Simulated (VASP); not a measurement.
Here is the system:

```yaml
crystal:
  lattice:
    - [0.00000, 3.07151, 3.07151]
    - [3.07151, 0.00000, 3.07151]
    - [12.32093, 12.32093, -0.03489]
  atoms:
    - { symbol: Cd, position: [0.03429, 0.03429, 0.97429] }
    - { symbol: Cd, position: [0.00173, 0.00173, 0.24870] }
    - { symbol: Cd, position: [0.96697, 0.96697, 0.52477] }
    - { symbol: Cd, position: [0.99958, 0.99958, 0.75031] }
    - { symbol: Te, position: [0.26166, 0.26166, 0.05375] }
    - { symbol: Te, position: [0.22967, 0.22967, 0.32775] }
    - { symbol: S, position: [0.23669, 0.23669, 0.57248] }
    - { symbol: S, position: [0.26940, 0.26940, 0.79795] }
```

Level of theory: PBEsol GGA, VASP's PBE PAW potentials (set 64) (plane waves; VASP). Run with 400 eV cut-off, 10×10×3 Γ-centred mesh, tetrahedra with Blöchl corrections, potentials Cd Te S.

Unless said otherwise, spin-orbit coupling is left out, though it shifts the bands of the heavy elements here.

**Question.** Tabulate the total density of states (states/eV per cell) against energy (eV; zero at the valence-band maximum or, without a gap, the Fermi level).

**Answer.** 
(E (eV), DOS (states/eV)): (-9.96, 0.00); (-9.75, 0.00); (-9.65, 0.00); (-9.44, 0.00); (-9.33, 0.00); (-9.12, 0.00); (-8.91, 0.00); (-8.81, 0.00); (-8.60, 42.0); (-8.39, 72.3); (-8.29, 87.6); (-8.07, 9.46); (-7.97, 12.8); (-7.76, 12.3); (-7.55, 0.23); (-7.45, 0.00); (-7.24, 0.00); (-7.03, 0.00); (-6.92, 0.00); (-6.71, 0.00); (-6.61, 0.00); (-6.40, 0.00); (-6.19, 0.00); (-6.08, 0.00); (-5.87, 0.00); (-5.66, 0.00); (-5.56, 0.00); (-5.35, 0.00); (-5.24, 0.00); (-5.03, 2.94); (-4.82, 7.38); (-4.72, 9.62); (-4.51, 6.62); (-4.41, 6.25); (-4.20, 3.39); (-3.98, 2.31); (-3.88, 2.09); (-3.67, 1.55); (-3.46, 1.88); (-3.36, 2.68); (-3.15, 5.72); (-3.04, 6.49); (-2.83, 7.93); (-2.62, 7.99); (-2.52, 7.99); (-2.31, 7.56); (-2.10, 8.28); (-1.99, 6.75); (-1.78, 5.92); (-1.68, 6.38); (-1.47, 6.53); (-1.26, 4.95); (-1.15, 4.76); (-0.94, 3.54); (-0.84, 2.77); (-0.63, 2.09); (-0.42, 1.06); (-0.32, 0.87); (-0.10, 0.69); (0.10, 0.00); (0.21, 0.02); (0.42, 0.06); (0.52, 0.11); (0.73, 0.23); (0.94, 0.29); (1.05, 0.33); (1.26, 0.60); (1.47, 0.83); (1.57, 0.95); (1.78, 1.77); (1.89, 2.25); (2.10, 2.50); (2.31, 3.95); (2.41, 4.21); (2.62, 4.79); (2.83, 7.68); (2.94, 6.33); (3.15, 4.83); (3.25, 3.86); (3.46, 6.05)
Within 2 eV below the Fermi level the largest weight inside VASP's projection spheres is Te p, then S p.

The structure was generated: Cd4S2Te2 was put into an ordered model structure (R3m), which need not be its known phase. It was relaxed first.
